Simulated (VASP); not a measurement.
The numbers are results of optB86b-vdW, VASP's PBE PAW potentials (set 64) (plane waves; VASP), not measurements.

Input for VASP

File KPOINTS:
```
Automatic mesh
0
gamma
17 17 17
```

**POSCAR**
```
Au
1
    0.0000000000     2.0599709156     2.0599709156
    2.0599709156     0.0000000000     2.0599709156
    2.0599709156     2.0599709156     0.0000000000
Au
1
Direct
  0.0000000000   0.0000000000   0.0000000000
```

INCAR:
```
AGGAC = 0.0
ALGO = Normal
EDIFF = 1E-7
ENCUT = 520
GGA = MK
ISIF = 2
ISMEAR = -5
LASPH = .TRUE.
LCHARG = .TRUE.
LMAXMIX = 6
LORBIT = 11
LREAL = .FALSE.
LUSE_VDW = .TRUE.
LWAVE = .FALSE.
NEDOS = 601
NELM = 100
PARAM1 = 0.1234
PARAM2 = 1.0
PREC = Accurate
SYSTEM = Au
```

POTCAR, in this order: Au (PBE.64 set). Program: vasp_std.

The run wrote:

### OUTCAR
```
 ion  position               nearest neighbor table
   1  0.000  0.000  0.000-
  LATTYP: Found a face centered cubic cell.
 ALAT       =     4.1199418312
 Subroutine PRICEL returns:
 Original cell was already a primitive cell.
 Subroutine GETGRP returns: Found 48 space group operations
The static configuration has the point symmetry O_h .
The dynamic configuration has the point symmetry O_h .
 Subroutine INISYM returns: Found 48 space group operations
 Subroutine IBZKPT returns following result:
 Found    165 irreducible k-points:

 Following reciprocal coordinates:
            Coordinates               Weight
  0.000000  0.000000  0.000000      1.000000
  0.058824  0.000000  0.000000      8.000000
  0.117647  0.000000  0.000000      8.000000
  0.176471  0.000000  0.000000      8.000000
  0.235294  0.000000  0.000000      8.000000
  0.294118  0.000000  0.000000      8.000000
  0.352941  0.000000  0.000000      8.000000
  0.411765  0.000000  0.000000      8.000000
  0.470588  0.000000  0.000000      8.000000
  0.058824  0.058824  0.000000      6.000000
...
```

**OSZICAR**
```
       N       E                     dE             d eps       ncg     rms          rms(c)
DAV:   1     0.462364861514E+02    0.46236E+02   -0.57805E+03  3202   0.108E+03
DAV:   2    -0.667832309999E+00   -0.46904E+02   -0.44403E+02  3099   0.201E+02
DAV:   3    -0.107153415917E+01   -0.40370E+00   -0.40333E+00  3579   0.196E+01
DAV:   4    -0.107265983985E+01   -0.11257E-02   -0.11255E-02  3370   0.108E+00
DAV:   5    -0.107266734297E+01   -0.75031E-05   -0.75009E-05  3436   0.856E-02    0.864E+00
DAV:   6    -0.808154282895E+00    0.26451E+00   -0.88698E-01  3053   0.913E+00    0.548E+00
DAV:   7    -0.789926124205E+00    0.18228E-01   -0.69660E-02  3213   0.252E+00    0.268E+00
DAV:   8    -0.787536032256E+00    0.23901E-02   -0.14977E-03  3146   0.445E-01    0.229E-01
DAV:   9    -0.787528100046E+00    0.79322E-05   -0.59865E-06  3301   0.286E-02    0.115E-02
DAV:  10    -0.787533200722E+00   -0.51007E-05   -0.30074E-06  3239   0.229E-02    0.262E-03
DAV:  11    -0.787533147818E+00    0.52904E-07   -0.45160E-08  2495   0.211E-03
   1 F= -.78753315E+00 E0= -.78753315E+00  d E =0.000000E+00
```

### OUTCAR
```
------------------------ aborting loop because EDIFF is reached ----------------------------------------
  FORCE on cell =-STRESS in cart. coord.  units (eV):
  Direction    XX          YY          ZZ          XY          YZ          ZX
  --------------------------------------------------------------------------------------
  Total        0.0024259      0.0024259      0.0024259      0.0000000      0.0000000     -0.0000000
  in kB        0.2223199      0.2223199      0.2223199      0.0000000      0.0000000     -0.0000000
  external PRESSURE =       0.2223199 kB  Pullay stress =       0.0000000 kB
  volume of cell :       17.48
      direct lattice vectors                 reciprocal lattice vectors
     0.000000000  2.059970916  2.059970916    -0.242721874  0.242721874  0.242721874
     2.059970916  0.000000000  2.059970916     0.242721874 -0.242721874  0.242721874
     2.059970916  2.059970916  0.000000000     0.242721874  0.242721874 -0.242721874
 POSITION                                       TOTAL-FORCE (eV/Angst)
 -----------------------------------------------------------------------------------
      0.00000      0.00000      0.00000         0.000000     -0.000000      0.000000
 -----------------------------------------------------------------------------------
    total drift:                               -0.000000      0.000000      0.000000
  FREE ENERGIE OF THE ION-ELECTRON SYSTEM (eV)
  ---------------------------------------------------
  free  energy   TOTEN  =        -0.7875331478 eV

  energy  without entropy=       -0.7875331478  energy(sigma->0) =       -0.78753315

 total charge

# of ion       s       p       d       tot
------------------------------------------
    1        0.532   0.335   8.765   9.633
```
(Selected blocks of OUTCAR.)

For a metal the tetrahedron method with Blöchl corrections gives inexact stress and forces.

The compound is Au in the fcc structure. It was relaxed first.
